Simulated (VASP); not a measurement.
The input files of a VASP run:

INCAR:
```
AGGAC = 0.0
ALGO = Normal
EDIFF = 1E-6
EDIFFG = -0.01
ENCUT = 520
GGA = ML
IBRION = 2
ISIF = 3
ISMEAR = 1
LASPH = .TRUE.
LCHARG = .FALSE.
LMAXMIX = 6
LREAL = .FALSE.
LUSE_VDW = .TRUE.
LWAVE = .FALSE.
NELM = 100
NSW = 60
PREC = Accurate
SIGMA = 0.1
SYSTEM = HfN
ZAB_VDW = -1.8867
```

KPOINTS:
```
Automatic mesh
0
Gamma
13 13 13
0 0 0
```

POSCAR:
```
HfN
1.0
  0.0000000000   2.2600000000   2.2600000000
  2.2600000000   0.0000000000   2.2600000000
  2.2600000000   2.2600000000   0.0000000000
Hf N
1 1
Cartesian
  0.0000000000   0.0000000000   0.0000000000
  2.2600000000   2.2600000000   2.2600000000
```

POTCAR, in this order: Hf_pv N (PBE.64 set). Program: vasp_std.

Q: Translate this vdW-DF2 calculation to Quantum ESPRESSO's pw.x.

A: One equivalent input (not run):
```
&CONTROL
  calculation = 'vc-relax'
  pseudo_dir = './pseudo'
  outdir = './out'
  tprnfor = .true.
  tstress = .true.
  nstep = 60
  forc_conv_thr = 0.00039
/
&SYSTEM
  ibrav = 0
  nat = 2
  ntyp = 2
  ecutwfc = 84
  occupations = 'smearing'
  smearing = 'methfessel-paxton'
  degauss = 0.00735
  input_dft = 'vdw-df2'
/
&ELECTRONS
  conv_thr = 7.3e-08
  electron_maxstep = 100
/
&IONS
/
&CELL
/
ATOMIC_SPECIES
  Hf 178.490 Hf.upf
  N 14.007 N.upf
CELL_PARAMETERS angstrom
     0.0000000    2.2600000    2.2600000
     2.2600000    0.0000000    2.2600000
     2.2600000    2.2600000    0.0000000
ATOMIC_POSITIONS crystal
  Hf   0.0000000  0.0000000  0.0000000
  N    0.5000000  0.5000000  0.5000000
K_POINTS automatic
  13 13 13 0 0 0
```
What does not carry over: the potentials are each code's own (VASP's PAW set, PseudoDojo norm-conserving files in pw.x), so ENCUT and ecutwfc are chosen apart and not converted; conv_thr bounds pw.x's estimated SCF error, while EDIFF bounds the energy change between steps; forc_conv_thr acts on force components and is met together with etot_conv_thr.

The compound is HfN in the rock salt structure. This run relaxes it. Symmetry was kept, so distortions that lower it aren't found.
